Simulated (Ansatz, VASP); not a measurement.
# Cu (generalised stacking fault on (111) of Cu): VASP beside Ansatz

One calculation is typed for both programs; each brings its own data sets. How far apart do they land? The cell is taken from a series of runs on this material, whose earlier steps may have relaxed, scaled, displaced or heated it; both programs get it as it stands.

Program: Ansatz 0.2.0. Level of theory: plane waves, with VASP 6.6.1 beside it; single point at r2SCAN. Results are calculated unless marked as measured.

### 1. Set-up

The cell holds 12 atoms: 12 Cu. Cell: a = 2.570 Å, b = 2.570 Å, c = 25.219 Å, α = 92.6°, β = 87.4°, γ = 120.0°. It derives from Cu. 48 atoms of Cu, stacked on (1 1 1); one fault a cell: the periodic image above is shifted rigidly by 1.336 A along the in-plane vector of length 4.452 A (<112> type); atoms relaxed along the normal alone with the MACE-MP-0b2 potential. Lattice constants are starting values near those of PBE. Folded to one surface cell (a quarter of the atoms). The structure's axis is c.

Structure file:

```xyz
12
Lattice="2.5703 0.0000 0.0000 -1.2852 2.2260 0.0000 1.1566 -0.6678 25.1840" Properties=species:S:1:pos:R:3 pbc="T T T"
Cu    2.5703    0.0000    5.0033
Cu    0.0000    1.4840    7.1028
Cu    1.2852    0.7420    9.2000
Cu    2.5704    0.0000   11.2978
Cu    0.0000    1.4840   13.3958
Cu    1.2852    0.7420   15.4937
Cu    2.5703    0.0000   17.5918
Cu    0.0000    1.4840   19.6897
Cu    1.2852    0.7420   21.7877
Cu    2.5703    0.0000   23.8855
Cu   -1.1566    2.1518    0.7987
Cu    0.1285    1.4098    2.8982
```

### 2. VASP: single point, r2SCAN

A single point gives forces, pressure and levels at one fixed geometry, so differences don't come from the geometry; what else differs is listed under the comparison.

Lines of VASP's logs that name or quote its potential files are left out, and so is its time.

File INCAR:

```
SYSTEM = Cu
PREC = Accurate
ENCUT = 580
EDIFF = 1E-06
NELM = 120
ISMEAR = -1
SIGMA = 0.1
LREAL = .FALSE.
ALGO = Normal
METAGGA = R2SCAN
LASPH = .TRUE.
NBANDS = 81
LORBIT = 11
LWAVE = .FALSE.
LCHARG = .FALSE.
ISIF = 2
GGA_COMPAT = .FALSE.
LMIXTAU = .TRUE.
KPAR = 2
```

File POSCAR:

```
Cu
1.0
    2.5703400000      0.0000000000      0.0000000000
   -1.2851600000      2.2259800000      0.0000000000
    1.1566500000     -0.6677900000     25.1840200000
Cu
12
Direct
    0.9404000000      0.0596000000      0.1986700000
    0.2487200000      0.7512800000      0.2820350000
    0.5570700000      0.4429300000      0.3653100000
    0.8654200000      0.1345800000      0.4486100000
    0.1737600000      0.8262400000      0.5319150000
    0.4821000000      0.5179000000      0.6152200000
    0.7904400000      0.2095600000      0.6985300000
    0.0987800000      0.9012200000      0.7818350000
    0.4071200000      0.5928800000      0.8651400000
    0.7154700000      0.2845300000      0.9484400000
    0.0238200000      0.9761800000      0.0317150000
    0.3321400000      0.6678600000      0.1150800000
```

File KPOINTS:

```
Automatic mesh
0
Gamma
12 12 1
0 0 0
```

The projector-augmented-wave data sets are Cu (PBE family, release 64).

Command:

```bash
mpirun -np 2 vasp_std
```

Numbers of over 12 decimals in the logs are rounded to 6 here.

The log of the run:

```text
[banner, memory and clock lines left out]
running    2 mpi-ranks, on    1 nodes
 distrk:  each k-point on    1 cores,    2 groups
 distr:  one band on    1 cores,    1 groups

 POSCAR found type information on POSCAR Cu
 POSCAR found :  1 types and      12 ions
|                                                                             |
|               ----> ADVICE to this user running VASP <----                  |
|                                                                             |
|     You enforced a specific xc type in the INCAR file but a different       |
|     [... a line on the potential file left out ...]
|     I HOPE YOU KNOW WHAT YOU ARE DOING!                                     |
|                                                                             |

 LDA part: xc-table for (None), standard interpolation
 POSCAR, INCAR and KPOINTS ok, starting setup
 FFT: planning ... GRIDC
 FFT: planning ... GRID_SOFT
 FFT: planning ... GRID
 WAVECAR not read
 entering main loop
       N       E                     dE             d eps       ncg     rms          rms(c)
DAV:   1     0.132467390601E+04    0.13247E+04   -0.59868E+04  6966   0.327E+03
DAV:   2     0.987395969882E+02   -0.12259E+04   -0.11848E+04  6966   0.615E+02
DAV:   3    -0.144903549776E+03   -0.24364E+03   -0.22667E+03  6974   0.296E+02
DAV:   4    -0.160347399148E+03   -0.15444E+02   -0.15021E+02  7663   0.102E+02
DAV:   5    -0.160633773421E+03   -0.28637E+00   -0.28591E+00  7915   0.160E+01    0.270E+01
DAV:   6    -0.147385806782E+03    0.13248E+02   -0.12961E+02  7812   0.147E+02    0.144E+01
DAV:   7    -0.142927852341E+03    0.44580E+01   -0.24703E+01  8140   0.109E+02    0.601E+00
DAV:   8    -0.142082804389E+03    0.84505E+00   -0.12000E+01  9283   0.721E+01    0.144E+00
DAV:   9    -0.138849613381E+03    0.32332E+01   -0.21274E+00  9626   0.236E+01    0.211E+00
DAV:  10    -0.137385390858E+03    0.14642E+01   -0.11198E+00  8000   0.225E+01    0.186E+00
DAV:  11    -0.136989132500E+03    0.39626E+00   -0.16862E-01  7938   0.528E+00    0.134E+00
DAV:  12    -0.136541983979E+03    0.44715E+00   -0.32342E-02  8140   0.261E+00    0.981E-01
DAV:  13    -0.135295695439E+03    0.12463E+01   -0.10803E-01  7792   0.494E+00    0.218E-01
DAV:  14    -0.135083543218E+03    0.21215E+00   -0.17925E-02  7875   0.131E+00    0.260E-01
[...]
DAV:  38    -0.129806177656E+03   -0.25502E-03   -0.12747E-04  9634   0.972E-02    0.193E-02
DAV:  39    -0.129806168713E+03    0.89434E-05   -0.21896E-05  8947   0.590E-02    0.125E-02
DAV:  40    -0.129806176658E+03   -0.79451E-05   -0.49642E-06  6848   0.365E-02    0.101E-02
DAV:  41    -0.129806173587E+03    0.30709E-05   -0.54287E-06  7345   0.287E-02    0.921E-03
DAV:  42    -0.129806175431E+03   -0.18444E-05   -0.99301E-07  3851   0.115E-02    0.722E-03
DAV:  43    -0.129806176568E+03   -0.11366E-05   -0.42052E-07  3699   0.701E-03    0.518E-03
DAV:  44    -0.129806184329E+03   -0.77614E-05   -0.14870E-06  4695   0.994E-03    0.497E-03
DAV:  45    -0.129806184994E+03   -0.66511E-06   -0.63275E-07  3636   0.738E-03
   1 F= -.12980618E+03 E0= -.12973806E+03  d E =-.136241E+00
```

From OUTCAR (step 2):

```text
ion  position               nearest neighbor table
   1  0.940  0.060  0.199-  12 2.54  12 2.54   2 2.57   2 2.57   2 2.57  12 2.66
   2  0.249  0.751  0.282-   3 2.57   3 2.57   3 2.57   1 2.57   1 2.57   1 2.57
   3  0.557  0.443  0.365-   2 2.57   2 2.57   2 2.57   4 2.57   4 2.57   4 2.57
   4  0.865  0.135  0.449-   3 2.57   3 2.57   3 2.57   5 2.57   5 2.57   5 2.57
   5  0.174  0.826  0.532-   4 2.57   6 2.57   4 2.57   6 2.57   4 2.57   6 2.57
   6  0.482  0.518  0.615-   5 2.57   5 2.57   5 2.57   7 2.57   7 2.57   7 2.57
   7  0.790  0.210  0.699-   8 2.57   8 2.57   8 2.57   6 2.57   6 2.57   6 2.57
   8  0.099  0.901  0.782-   9 2.57   7 2.57   9 2.57   7 2.57   9 2.57   7 2.57
   9  0.407  0.593  0.865-  10 2.57  10 2.57  10 2.57   8 2.57   8 2.57   8 2.57
  10  0.715  0.285  0.948-  11 2.57  11 2.57  11 2.57   9 2.57   9 2.57   9 2.57
  11  0.024  0.976  0.032-  10 2.57  10 2.57  10 2.57  12 2.57  12 2.57  12 2.57
  12  0.332  0.668  0.115-   1 2.54   1 2.54  11 2.57  11 2.57  11 2.57   1 2.66

  LATTYP: Found a base centered monoclinic cell.
 ALAT       =     4.4519509443
 B/A-ratio  =     0.5773525496
 C/A-ratio  =     5.6647996398
 COS(beta)  =    -0.0529585457

 Subroutine GETGRP returns: Found  4 space group operations
 (whereof  2 operations were pure point group operations)

The static configuration has the point symmetry C_1h.
 The point group associated with its full space group is C_2h.

 Found     43 irreducible k-points:

   k-points           NKPTS =     43   k-points in BZ     NKDIM =     43   number of bands    NBANDS=     81

   dimension x,y,z NGX =    20 NGY =   20 NGZ =  200
   dimension x,y,z NGXF=    40 NGYF=   40 NGZF=  400

   ENCUT  =  580.0 eV  42.63 Ry    6.53 a.u.   5.05  5.05 49.52*2*pi/ulx,y,z

   NELECT =     132.0000    total number of electrons

 k-points in reciprocal lattice and weights: Automatic mesh
   0.00000000  0.00000000  0.00000000       0.007
   0.08333333 -0.00000000 -0.00000000       0.028
   0.16666667  0.00000000 -0.00000000       0.028
   0.25000000  0.00000000 -0.00000000       0.028
   0.33333333  0.00000000 -0.00000000       0.028
   0.41666667  0.00000000 -0.00000000       0.028
   0.50000000  0.00000000 -0.00000000       0.014
   0.08333333  0.08333333 -0.00000000       0.014
   0.16666667  0.08333333 -0.00000000       0.028
[...]
-0.41666667  0.41666667  0.00000000       0.014
   0.50000000  0.50000000 -0.00000000       0.007

 average (electrostatic) potential at core
       1 -69.4462       2 -69.4723       3 -69.4757       4 -69.4756       5 -69.4771
       6 -69.4772       7 -69.4769       8 -69.4771       9 -69.4758      10 -69.4755
      11 -69.4722      12 -69.4464

 E-fermi :   7.1386

 k-point     1 :       0.0000    0.0000    0.0000
  band No.  band energies     occupation
    ...
     68       5.4042      2.00000
     69       5.4138      2.00000
     70       5.4572      2.00000
     71       5.4710      2.00000
     72       6.2012      1.99983
     73      11.0813      0.00000
     74      12.7529      0.00000
     75      12.7624      0.00000
     76      16.0804      0.00000
     77      16.0858      0.00000
    ...

 k-point     2 :       0.0833   -0.0000   -0.0000
  band No.  band energies     occupation
    ...
     68       5.4640      2.00000
     69       5.5637      2.00000
     70       6.1323      1.99991
     71       6.2449      1.99974
     72       7.0546      1.39722
     73      11.1475      0.00000
     74      12.8285      0.00000
     75      12.9696      0.00000
     76      16.1686      0.00000
     77      16.3505      0.00000
    ...

 k-point     3 :       0.1667    0.0000   -0.0000
  band No.  band energies     occupation
    ...
     66       5.4790      2.00000
     67       5.5365      2.00000
     68       5.7856      2.00000
     69       6.1561      1.99989
     70       7.0486      1.42187
     71       7.3154      0.29167
     72       8.4096      0.00001
     73      11.3747      0.00000
     74      13.2051      0.00000
     75      13.4925      0.00000
    ...

  Total       -5.7267251     -5.5921151     -6.0171117      0.1165527     -0.0947499      0.1641137
  in kB      -63.6766244    -62.1798680    -66.9054919      1.2959733     -1.0535434      1.8248138
  external PRESSURE =     -64.2539947 kB  Pullay stress =       0.0000000 kB

  energy-cutoff  :      580.00
  volume of cell :      144.09
      direct lattice vectors                 reciprocal lattice vectors
     2.570340000  0.000000000  0.000000000     0.389053588  0.224618420 -0.011912352
    -1.285160000  2.225980000  0.000000000     0.000000000  0.449240335  0.011912244
     1.156650000 -0.667790000 25.184020000     0.000000000  0.000000000  0.039707719

 POSITION                                       TOTAL-FORCE (eV/Angst)
 -----------------------------------------------------------------------------------
      2.57034     -0.00000      5.00331         0.061570     -0.035547      0.031771
     -0.00000      1.48399      7.10278         0.002174     -0.001255      0.010380
      1.28516      0.74200      9.19997        -0.000920      0.000531     -0.000684
      2.57035     -0.00000     11.29780        -0.000445      0.000257     -0.002731
      0.00001      1.48399     13.39576         0.000479     -0.000276     -0.000001
      1.28517      0.74200     15.49371         0.000159     -0.000092      0.001567
      2.57034      0.00001     17.59179        -0.000159      0.000092     -0.001567
     -0.00000      1.48400     19.68975        -0.000479      0.000276      0.000001
      1.28516      0.74201     21.78770         0.000445     -0.000257      0.002731
      2.57035     -0.00000     23.88553         0.000920     -0.000531      0.000684
     -1.15664      2.15178      0.79871        -0.002174      0.001255     -0.010380
      0.12851      1.40979      2.89818        -0.061570      0.035547     -0.031771
 -----------------------------------------------------------------------------------
    total drift:                               -0.001975      0.001143      0.002523

  FREE ENERGIE OF THE ION-ELECTRON SYSTEM (eV)
  ---------------------------------------------------
  free  energy   TOTEN  =      -129.8061849944 eV

  energy  without entropy=     -129.6699439612  energy(sigma->0) =     -129.73806448

 total charge
# of ion       s       p       d       tot
------------------------------------------
    1        0.451   0.385   9.194  10.030
    2        0.451   0.388   9.191  10.030
    3        0.451   0.389   9.190  10.030
    4        0.452   0.388   9.191  10.030
    5        0.452   0.388   9.191  10.030
    6        0.451   0.388   9.191  10.030
    7        0.451   0.388   9.191  10.030
    8        0.452   0.388   9.191  10.030
    9        0.452   0.388   9.191  10.030
   10        0.451   0.389   9.190  10.030
   11        0.451   0.388   9.191  10.030
   12        0.451   0.385   9.194  10.030
--------------------------------------------------
tot          5.417   4.649 110.297 120.363

[... 3 further parts left out ...]
```

The run ends at a pressure of -6.43 GPa, with forces up to 0.078 eV/Å.

[end of part 1 of 2]

[Lines on the potential files, build, host, timing and source positions are cut from VASP's logs without a mark.]

[Logs are printed without paths, hosts, clocks, repeated set-up lines and the standing remarks that a program may print on its own settings, such as how far it seeks lower states.]

[Hosts, paths, dates, database ids (printed as entryN), source tags and the programs' standing remarks are cut or masked in the printed files.]
